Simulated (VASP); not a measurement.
**A VASP study of Calcium (PBEsol): structure first, properties next**

Aim: relax Calcium, then compute properties on the relaxed cell. The steps: relaxing cell and atoms (PBEsol), second relaxation, single point with fields (PBEsol), bands along the symmetry lines (PBEsol), total and projected DOS (PBEsol) and independent-particle dielectric function (PBEsol). The start is a cell from a database of measured crystal structures.

Main program and level: VASP 6.6.1; PBEsol; plane waves and PAW (Ca_sv).

Most raw output is cut from this account.

## (1) The starting structure

Before any relaxation, the start is as follows. It takes space group Fm-3m (No. 225, cubic). The conventional cell has a = 5.588 Å, b = 5.588 Å, c = 5.588 Å, α = 90.00°, β = 90.00°, γ = 90.00°. Ca has 12 Ca at 3.95 Å nearest.

## (2) Relaxing cell and atoms (PBEsol)

Properties are meant for the cell that this level of theory prefers, so cell and atoms are relaxed first (ISIF = 3) until forces and stress are small; EDIFFG sets the threshold. PBEsol restores the gradient expansion of exchange and is tuned for the cells of solids.

File INCAR:

```
SYSTEM = Ca
PREC = Accurate
ENCUT = 400
EDIFF = 1E-06
NELM = 100
ISMEAR = 1
SIGMA = 0.2
LREAL = .FALSE.
ALGO = Normal
GGA = PS
NBANDS = 11
LORBIT = 11
LWAVE = .FALSE.
LCHARG = .FALSE.
KPAR = 2
IBRION = 2
NSW = 60
ISIF = 3
EDIFFG = -0.01
```

File POSCAR:

```
Ca
1.0
    0.0000000000      2.7942000000      2.7942000000
    2.7942000000      0.0000000000      2.7942000000
    2.7942000000      2.7942000000      0.0000000000
Ca
1
Direct
    0.0000000000      0.0000000000      0.0000000000
```

File KPOINTS:

```
Automatic mesh
0
Gamma
6 6 6
0 0 0
```

PAW data sets: Ca_sv (PBE family, release 64).

Launch:

```
> mpirun -np 2 vasp_std
```

It took 8.2 s on 2 MPI ranks of Intel Xeon Platinum 8488C (Sapphire Rapids), shared host; peak memory 0.27 GiB.

The k-mesh is coarse for a metal. The PAW data sets were made with PBE, which is usual practice but a small mismatch for other functionals. The run keeps the 48 symmetry operations of its start, so it cannot find a distortion of lower symmetry.

The steps of the relaxation:

```
step  energy less that of the first step (eV)  largest force (eV/Å)  pressure (GPa)  volume (Å³)
   1                                   0.0000                0.0000           -1.20        43.63
   2                                  -0.0107                0.0000           -0.48        41.60
   3                                  -0.0124                0.0000           -0.01        40.47
```

```
conventional cell, symmetrised  before  after  change
                         a (Å)   5.588  5.450  -2.5 %
                         b (Å)   5.588  5.450  -2.5 %
                         c (Å)   5.588  5.450  -2.5 %
              volume (Å³/atom)   43.63  40.47  -7.3 %
```

Final coordinates:

```cif
data_structure
_symmetry_space_group_name_H-M 'P 1'
_symmetry_Int_Tables_number 1
_cell_length_a 3.8536
_cell_length_b 3.8536
_cell_length_c 3.8536
_cell_angle_alpha 60.000
_cell_angle_beta 60.000
_cell_angle_gamma 60.000
_cell_volume 40.47
loop_
_atom_site_label
_atom_site_type_symbol
_atom_site_fract_x
_atom_site_fract_y
_atom_site_fract_z
_atom_site_occupancy
Ca1 Ca 0.00000 0.00000 0.00000 1
```

Numbers from this step:

```yaml
electrons: 10
bands: 11
irreducible_k_points: 16
symmetry_operations: 48
free_energy_toten: -2.112 eV
energy_at_zero_smearing: -2.108 eV
fermi_energy: 2.098 eV
pressure: -0.01105 GPa
metallic: yes
scf_cycles_over_all_ionic_steps: 26
```

It ends with forces that vanish by symmetry and a pressure of -0.01 GPa. The volume lies -7.3 % from that of the database's start, which holds the thermal and zero-point expansion of its experiment.

## (3) Second relaxation

A relaxation keeps the plane waves of the cell it began with, so it is repeated from the new cell, on a basis made for it.

INCAR is that of step 2.

File POSCAR:

```
Ca
1.0
    0.0000000000      2.7249356906      2.7249356906
    2.7249356906      0.0000000000      2.7249356906
    2.7249356906      2.7249356906      0.0000000000
Ca
1
Direct
    0.0000000000      0.0000000000      0.0000000000
```

KPOINTS is that of step 2.

Launch:

```
> mpirun -np 2 vasp_std
```

Wall time 3.4 s (2 MPI ranks); peak memory 0.27 GiB; 5.5 s of CPU time.

Little changed from the start: no atom moved by 0.005 Å and no cell edge by 0.1 %.

This step gave:

| Quantity | Value |
| --- | --- |
| free energy (TOTEN) | -2.111 eV |
| pressure | -0.02378 GPa |
| SCF cycles over all ionic steps | 10 |

It ends with forces that vanish by symmetry and a pressure of -0.02 GPa. The volume moved by under 0.01 %: the run met its threshold at the first step.

## (4) Single point with fields (PBEsol)

A single point on the relaxed cell gives a clean self-consistent state, with density, ELF and potential written out.

Changes to INCAR since step 3:

```diff
@@ -13,7 +13,5 @@
 LWAVE = .FALSE.
-LCHARG = .FALSE.
-KPAR = 2
-IBRION = 2
-NSW = 60
-ISIF = 3
-EDIFFG = -0.01
+LCHARG = .TRUE.
+ISIF = 2
+LELF = .TRUE.
+LVHAR = .TRUE.
```

POSCAR is that of step 3.

KPOINTS is that of step 3.

Launch:

```
> mpirun -np 2 vasp_std
```

Elapsed: 3.4 s, on 2 MPI ranks; peak memory 0.24 GiB; 5.4 s of CPU time.

Numbers from this step:

```yaml
scf_cycles: 10
bands: 12
pressure: -0.02432 GPa
```

Valence electrons inside each PAW sphere by angular momentum. Sphere charges, by row:

```
atom  s (e)  p (e)  d (e)  tot (e)
 Ca1  2.085  5.831  0.172    8.088
```

Electrostatic potential energy in the ac plane of the conventional cell at fractional y = 0.000, with atoms of Ca within 0.2 Å of it. With pseudopotentials it is smooth inside the atoms' cores, unlike the true potential.

Ten even steps from '_' (-34 eV) to '@' (4 eV), each cell a mean:
```
__..==##@@@@@@@@@@@@@@%%**--__
::==**%%@@@@@@@@@@@@@@%%##++--
****%%%%@@@@@@@@@@@@@@@@%%##**
%%%%%%@@@@%%%%%%%%%%@@@@@@%%%%
@@@@@@@@%%%%******##%%@@@@@@@@
@@@@@@@@%%**==::--++##%%@@@@@@
@@@@@@@@##==..____--**%%@@@@@@
@@@@@@@@##==..____::**%%@@@@@@
@@@@@@@@##++::....==**%%@@@@@@
@@@@@@@@%%##++====**%%%%@@@@@@
@@@@@@@@@@%%######%%%%@@@@@@@@
##%%%%@@@@@@@@@@@@@@@@@@%%%%##
==++##%%@@@@@@@@@@@@@@%%%%**==
..::++%%@@@@@@@@@@@@@@%%**==..
__..==##@@@@@@@@@@@@@@%%**::__
```
Columns run along a (5.4 Å; values clipped at the 3rd and 97th percentile), rows up along c (5.4 Å), edges of the conventional cell, whose origin can differ from the input's. Atoms in or near the plane, at fractional coordinates: Ca at (0.00, 0.00), Ca at (0.50, 0.50).

ELF in the ac plane of the conventional cell at fractional y = 0.000, with atoms of Ca within 0.2 Å of it. It is the smooth field of the valence electrons, not physical close to the nuclei.

Values, 15 rows by 15 columns, each cell a mean:
```
0.67 0.71 0.54 0.14 0.21 0.56 0.70 0.73 0.72 0.65 0.37 0.11 0.35 0.68 0.68
0.70 0.62 0.31 0.09 0.27 0.56 0.65 0.66 0.66 0.62 0.41 0.13 0.18 0.51 0.68
0.39 0.25 0.09 0.13 0.34 0.45 0.41 0.38 0.39 0.43 0.41 0.21 0.09 0.18 0.35
0.11 0.11 0.16 0.27 0.28 0.18 0.12 0.11 0.11 0.15 0.23 0.29 0.21 0.13 0.11
0.36 0.40 0.44 0.33 0.13 0.09 0.23 0.37 0.32 0.15 0.09 0.23 0.41 0.41 0.37
0.65 0.64 0.55 0.26 0.09 0.31 0.62 0.70 0.66 0.47 0.15 0.15 0.43 0.62 0.65
0.72 0.70 0.55 0.20 0.15 0.55 0.71 0.67 0.69 0.66 0.32 0.11 0.39 0.66 0.72
0.73 0.70 0.54 0.19 0.18 0.60 0.70 0.63 0.67 0.70 0.37 0.11 0.38 0.66 0.73
0.71 0.68 0.55 0.22 0.13 0.47 0.69 0.70 0.71 0.62 0.23 0.12 0.41 0.65 0.70
0.55 0.56 0.52 0.29 0.10 0.20 0.47 0.60 0.55 0.31 0.09 0.18 0.45 0.56 0.56
0.20 0.24 0.31 0.32 0.18 0.10 0.13 0.18 0.15 0.09 0.13 0.28 0.34 0.27 0.21
0.16 0.11 0.10 0.20 0.32 0.29 0.22 0.19 0.20 0.26 0.33 0.27 0.13 0.09 0.14
0.58 0.44 0.17 0.10 0.31 0.52 0.55 0.54 0.55 0.55 0.44 0.16 0.09 0.31 0.54
0.70 0.68 0.44 0.11 0.24 0.56 0.68 0.70 0.70 0.64 0.40 0.11 0.25 0.62 0.71
0.64 0.70 0.58 0.16 0.20 0.55 0.71 0.73 0.72 0.65 0.36 0.11 0.39 0.70 0.67
```
Columns run along a (5.4 Å), rows up along c (5.4 Å), edges of the conventional cell, whose origin can differ from the input's. Atoms in or near the plane, at fractional coordinates: Ca at (0.00, 0.00), Ca at (0.50, 0.50).

Valence density in the ac plane of the conventional cell at fractional y = 0.000, with atoms of Ca within 0.2 Å of it. It is the smooth field of the valence electrons, not physical close to the nuclei.

Values in e/Å³, 15 rows by 15 columns, each cell a mean:
```
5.6 3.3 0.9 0.1 0.1 0.1 0.1 0.1 0.1 0.1 0.1 0.1 0.4 2.0 4.8
2.4 1.3 0.4 0.1 0.1 0.1 0.1 0.1 0.1 0.1 0.1 0.1 0.2 0.8 2.0
0.5 0.3 0.1 0.1 0.1 0.1 0.1 0.1 0.1 0.1 0.1 0.1 0.1 0.2 0.4
0.1 0.1 0.1 0.1 0.1 0.1 0.1 0.1 0.1 0.1 0.1 0.1 0.1 0.1 0.1
0.1 0.1 0.1 0.1 0.1 0.1 0.2 0.4 0.3 0.2 0.1 0.1 0.1 0.1 0.1
0.1 0.1 0.1 0.1 0.1 0.4 1.3 2.3 1.8 0.7 0.2 0.1 0.1 0.1 0.1
0.1 0.1 0.1 0.1 0.2 0.9 3.3 5.5 4.5 1.8 0.3 0.1 0.1 0.1 0.1
0.1 0.1 0.1 0.1 0.2 1.2 4.1 6.6 5.5 2.3 0.4 0.1 0.1 0.1 0.1
0.1 0.1 0.1 0.1 0.1 0.7 2.4 4.1 3.3 1.3 0.2 0.1 0.1 0.1 0.1
0.1 0.1 0.1 0.1 0.1 0.2 0.7 1.2 0.9 0.4 0.1 0.1 0.1 0.1 0.1
0.1 0.1 0.1 0.1 0.1 0.1 0.1 0.2 0.2 0.1 0.1 0.1 0.1 0.1 0.1
0.2 0.1 0.1 0.1 0.1 0.1 0.1 0.1 0.1 0.1 0.1 0.1 0.1 0.1 0.1
1.1 0.6 0.2 0.1 0.1 0.1 0.1 0.1 0.1 0.1 0.1 0.1 0.1 0.4 0.9
3.9 2.2 0.6 0.1 0.1 0.1 0.1 0.1 0.1 0.1 0.1 0.1 0.3 1.3 3.3
6.4 3.9 1.1 0.2 0.1 0.1 0.1 0.1 0.1 0.1 0.1 0.1 0.5 2.4 5.6
```
Columns run along a (5.4 Å), rows up along c (5.4 Å), edges of the conventional cell, whose origin can differ from the input's. Atoms in or near the plane, at fractional coordinates: Ca at (0.00, 0.00), Ca at (0.50, 0.50).

In this run the pressure is -0.02 GPa, small enough to go on.

## (5) Bands along the symmetry lines (PBEsol)

Levels along the symmetry lines show where the bands peak and cross; KPOINTS_OPT computes them in the converged potential.

File INCAR:

```
SYSTEM = Ca
PREC = Accurate
ENCUT = 400
EDIFF = 1E-06
NELM = 100
ISMEAR = 1
SIGMA = 0.2
LREAL = .FALSE.
ALGO = Normal
GGA = PS
NBANDS = 16
LORBIT = 11
LWAVE = .FALSE.
LCHARG = .FALSE.
KPAR = 2
```

POSCAR is that of step 4.

KPOINTS is that of step 4.

File KPOINTS_OPT:

```
Line mode
16
Line-mode
Reciprocal
  0.00000000   0.00000000   0.00000000 GAMMA
  0.50000000   0.00000000   0.50000000 X

  0.50000000   0.00000000   0.50000000 X
  0.50000000   0.25000000   0.75000000 W

  0.50000000   0.25000000   0.75000000 W
  0.37500000   0.37500000   0.75000000 K

  0.37500000   0.37500000   0.75000000 K
  0.00000000   0.00000000   0.00000000 GAMMA

  0.00000000   0.00000000   0.00000000 GAMMA
  0.50000000   0.50000000   0.50000000 L

  0.50000000   0.50000000   0.50000000 L
  0.62500000   0.25000000   0.62500000 U

  0.62500000   0.25000000   0.62500000 U
  0.50000000   0.25000000   0.75000000 W

  0.50000000   0.25000000   0.75000000 W
  0.50000000   0.50000000   0.50000000 L

  0.50000000   0.50000000   0.50000000 L
  0.37500000   0.37500000   0.75000000 K

  0.62500000   0.25000000   0.62500000 U
  0.50000000   0.00000000   0.50000000 X
```

Launch:

```
> mpirun -np 2 vasp_std
```

The job ended after 18 s (2 MPI ranks; peak memory 0.28 GiB; 35 s of CPU time).

This step gave:

```
bands    : 16
pressure : -0.02418 GPa
```

Electronic bands along the path, in eV, zero at the Fermi level; # counts the bands kept:

```
          point     #1     #2    #3    #4    #5
              Γ  -4.15   2.35  2.35  2.35  3.48
0.53 of the way  -2.58   1.19  2.10  3.05  3.05
              X  -0.54   0.50  1.00  4.20  4.40
0.47 of the way  -0.29   0.53  0.89  3.52  4.40
              W   0.14   0.67  0.67  2.61  4.40
0.47 of the way   0.04   0.50  0.77  2.91  4.26
              K  -0.03   0.36  0.83  3.33  4.11
0.47 of the way  -2.40   1.18  1.93  2.83  3.06
              Γ  -4.15   2.35  2.35  2.35  3.48
0.47 of the way  -3.22   1.49  2.50  2.50  3.45
              L  -1.06  -0.16  2.23  2.23  4.21
0.47 of the way  -0.60  -0.13  1.69  2.55  4.13
              U  -0.03   0.36  0.83  3.33  4.11
0.47 of the way   0.03   0.47  0.78  2.98  4.23
              W   0.14   0.67  0.67  2.61  4.40
0.53 of the way  -0.45  -0.11  1.55  2.62  4.06
              L  -1.06  -0.16  2.23  2.23  4.21
0.47 of the way  -0.60  -0.13  1.69  2.55  4.13
              K  -0.03   0.36  0.83  3.33  4.11
      jump to U  -0.03   0.36  0.83  3.33  4.11
0.53 of the way  -0.41   0.51  0.95  3.90  4.34
              X  -0.54   0.50  1.00  4.20  4.40
```

There is no gap at this level.

Of the bands kept, 2 cross the Fermi level on this path.

## (6) Total and projected DOS (PBEsol)

Here the states are counted by energy and projected on the atoms. The mesh is finer than in the run before.

Changes to INCAR since step 5:

```diff
@@ -5,3 +5,3 @@
 NELM = 100
-ISMEAR = 1
+ISMEAR = -5
 SIGMA = 0.2
@@ -15 +15,2 @@
 KPAR = 2
+NEDOS = 2001
```

POSCAR is that of step 5.

File KPOINTS:

```
Automatic mesh
0
Gamma
9 9 9
0 0 0
```

Launch:

```
> mpirun -np 2 vasp_std
```

The job ended after 6.2 s (2 MPI ranks; peak memory 0.28 GiB).

With tetrahedra the forces and stress of a metal are not exact derivatives of the energy.

Numbers from this step:

```yaml
scf_cycles: 11
irreducible_k_points: 35
free_energy_toten: -2.129 eV
fermi_energy: 2.059 eV
pressure: -0.1409 GPa
dos_at_the_fermi_level: 1.211 states/eV/cell
```

The density of states has structure finer than the step of the table below, so its rows give means over 0.5 eV, whole bins alone (the curve runs from -12.0 to 6.59 eV). Peaks (eV: height): total 0.57: 3.09, 2.84: 3.35, 4.12: 4.20, 4.62: 2.88; Ca d 0.57: 1.02, 2.84: 2.00, 4.12: 3.29, 5.41: 1.08; Ca p 0.57: 0.0713, 0.96: 0.101, 4.62: 0.0442, 5.60: 0.0463; Ca s -0.81: 0.0466, 2.94: 0.0246, 4.62: 0.0963, 5.41: 0.171.

States under -12.0 eV and over 6.6 eV are left out. The density of states by energy, zero at the Fermi level; means over each step; values in states/eV/cell:

```
energy (eV)   total     Ca d     Ca p     Ca s
       -4.5       0        0        0        0
       -4.0  0.0468        0   2.8e-4  0.00491
       -3.5   0.171   3.7e-4  0.00215   0.0171
       -3.0   0.256  0.00175  0.00509   0.0237
       -2.5   0.339  0.00556  0.00908   0.0285
       -2.0   0.433   0.0136   0.0135   0.0328
       -1.5   0.564   0.0341   0.0188   0.0368
       -1.0   0.793   0.0793   0.0251   0.0439
       -0.5   0.929    0.140   0.0304   0.0323
        0.0   0.928    0.165   0.0408   0.0120
        0.5    2.01    0.602   0.0572   0.0135
        1.0    2.13    0.689   0.0697  0.00414
        1.5    1.57    0.686   0.0224  0.00337
        2.0    1.23    0.652  0.00592  0.00194
        2.5    1.99     1.23  0.00602  0.00115
        3.0    2.50     1.54   0.0181   0.0148
        3.5    1.86     1.30   0.0113  0.00318
        4.0    3.18     2.45   0.0127  0.00579
        4.5    2.65     1.90   0.0271   0.0505
        5.0   0.544    0.287   0.0122   0.0341
        5.5    1.49    0.724   0.0393    0.121
        6.0   0.914    0.348   0.0348   0.0849
```

The finer mesh and the other smearing move the Fermi level by -0.04 eV from the 6×6×6 run, a small shift, which tests the Fermi level alone.

## (7) Independent-particle dielectric function (PBEsol)

LOPTICS sums transitions from filled to empty bands.

File INCAR:

```
SYSTEM = Ca
PREC = Accurate
ENCUT = 400
EDIFF = 1E-06
NELM = 100
ISMEAR = 1
SIGMA = 0.2
LREAL = .FALSE.
ALGO = Normal
GGA = PS
NBANDS = 13
LORBIT = 11
LWAVE = .FALSE.
LCHARG = .FALSE.
KPAR = 2
LOPTICS = .TRUE.
NEDOS = 1500
CSHIFT = 0.1
```

POSCAR is that of step 6.

KPOINTS is that of step 6.

Launch:

```
> mpirun -np 2 vasp_std
```

The job ended after 5.4 s (2 MPI ranks; peak memory 0.3 GiB; 9.2 s of CPU time).

These are independent-particle spectra without excitons or local fields, and fine structure depends on the mesh and on CSHIFT. The intraband (Drude) part is not in this spectrum.

This step gave:

```yaml
scf_cycles: 10
bands: 13
free_energy_toten: -2.132 eV
energy_at_zero_smearing: -2.131 eV
fermi_energy: 2.058 eV
pressure: 0.03490 GPa
```

The imaginary dielectric function, xx has structure finer than the step of the table below, so its rows give means over 0.5 eV, whole bins alone (the curve runs from 0 to 25.0 eV). Peaks (eV: height): 0.34: 56.2.

Imaginary dielectric function, xx against photon energy; means over each step:

photon energy (eV), imaginary dielectric function, xx and a bar:
```
      0.5       37.5 ##############################
      1.0       18.3 ###############
      1.5       12.9 ##########
      2.0        5.4 ####
      2.5        2.9 ##
      3.0        2.6 ##
      3.5        1.4 #
      4.0        1.4 #
      4.5        2.7 ##
      5.0        3.1 ###
      5.5        3.6 ###
      6.0        1.4 #
      6.5        0.8 #
      7.0        0.5 
      7.5        0.4 
      8.0        0.3 
      8.5        0.3 
      9.0        0.2 
      9.5        0.2 
     10.0        0.2 
     10.5        0.1 
     11.0        0.1 
     11.5        0.1 
     12.0        0.0 
     12.5        0.0 
     13.0        0.0 
     13.5        0.0 
     14.0        0.0 
     14.5        0.0 
     15.0        0.0 
     15.5        0.0 
     16.0        0.0 
     16.5        0.0 
     17.0        0.0 
     17.5        0.0 
     18.0        0.0 
     18.5        0.0 
     19.0        0.0 
     19.5        0.0 
     20.0        0.0 
     20.5        0.0 
     21.0        0.0 
     21.5        0.0 
     22.0        0.0 
     22.5        0.1 
     23.0        0.6 
     23.5        1.3 #
     24.0        1.3 #
     24.5        1.2 #
```

Real dielectric function, xx against photon energy:

```
photon energy (eV)  real dielectric function, xx
                 0                          65.2
                 1                         -1.34
                 2                         -5.29
                 3                        -0.726
                 4                          1.38
                 5                         0.336
                 6                        -0.847
                 7                        -0.228
                 8                         0.182
                 9                         0.415
                10                         0.558
                11                         0.725
                12                         0.816
                13                         0.925
                14                         0.998
                15                          1.07
                16                          1.14
                17                          1.20
                18                          1.27
                19                          1.35
                20                          1.45
                21                          1.59
                22                          1.86
                23                          2.53
                24                          1.68
```

## (8) Results

| Property | Result |
| --- | --- |
| relaxed volume | 40.47 Å³/atom |
| relaxed conventional cell a, b, c | 5.450, 5.450, 5.450 Å |
| space group after relaxing, within 0.02 Å | Fm-3m (No. 225) |
| band gap | none, a metal |
| DOS at the Fermi level | 1.21 states/eV/cell |

With PBEsol, Calcium relaxes to 40.47 Å³/atom in space group Fm-3m (held by the symmetry of the run) and comes out as a metal. Against the listed cell the volume lies -7.3 %. Bands along the symmetry lines (PBEsol): Of the bands kept, 2 cross the Fermi level on this path. The k-sampling is coarse for a metal, so the Fermi level, pressures and the shape of the cell carry errors. No search among competing phases was made. All values are for a static lattice at zero temperature.

[Lines on the potential files, build, host, timing and source positions are cut from VASP's logs without a mark.]

[Logs are printed without paths, hosts, clocks, repeated set-up lines and the standing remarks that a program may print on its own settings, such as how far it seeks lower states.]

[Hosts, paths, dates, database ids (printed as entryN), source tags and the programs' standing remarks are cut or masked in the printed files.]

[A measured line is paired with the nearest computed mode of its activity, which favours agreement.]
